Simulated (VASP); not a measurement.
A run of VASP 6.6.1 is set up as follows.

The input INCAR:

```
SYSTEM = CdS
PREC     = Accurate       ! precision mode
ENCUT    = 520            ! plane-wave cutoff, eV
EDIFF    = 1E-7           ! SCF threshold, eV
ISMEAR   = 0              ! smearing method
SIGMA    = 0.1            ! smearing width, eV
LREAL    = .False.        ! projectors in reciprocal space
LASPH    = .True.         ! aspherical terms in the spheres
NELM     = 100            ! most SCF steps
ALGO     = Fast           ! electronic algorithm
ISIF     = 2              ! what is computed and relaxed
LWAVE    = .False.        ! write WAVECAR
LCHARG   = .False.        ! write CHGCAR
GGA      = PE             ! functional
NBANDS   = 26             ! bands
```

KPOINTS

```
regular mesh
0
Gamma
  6 6 4
  0 0 0
```

File POSCAR:

```
CdS
1.0
    4.1500000000      0.0000000000      0.0000000000
   -2.0750000000      3.5940054257      0.0000000000
    0.0000000000      0.0000000000      6.7370000000
Cd S
2 2
Direct
    0.3333333333      0.6666666667      0.0000000000
    0.6666666667      0.3333333333      0.5000000000
    0.3333333333      0.6666666667      0.3750000000
    0.6666666667      0.3333333333      0.8750000000
```

Potentials or basis: VASP PAW PBE potentials, release 64 (Cd, S).

Launch:

```bash
$ cat potpaw_PBE.64/Cd/POTCAR potpaw_PBE.64/S/POTCAR > POTCAR
$ mpirun -np 1 vasp_std > vasp.out
```

Problem. What does it give for the largest force?

Solution. 0.069 eV/Å.

Problem. Estimate the pressure.

Solution. 2.4 GPa.

Problem. Predict the band gap on the k mesh.

Solution. 1.20 eV, direct.

Forces on the atoms (eV/Å):
```
Cd   0.000  0.000 -0.069
Cd   0.000  0.000 -0.069
S    0.000  0.000  0.069
S    0.000  0.000  0.069
```

**What was measured.**

From “Isotope dependence of band-gap energy”, 2008, arxiv:0807.2152, for a bulk crystal of CdS: band gap 2.5809 ± 0.0002 eV.

A measured gap of CdS is 2.5809 eV (quoted in “Isotope dependence of band-gap energy”, 2008, arxiv:0807.2152); the calculated 1.20 eV misses it by -1.38 eV. So large a miss can be the level of theory's own, or it may mean another phase, state or a wrong row. Spin-orbit coupling on Cd is left out. The value is that of PBE, without temperature or zero-point motion. Semilocal functionals fall short of measured gaps as a rule.
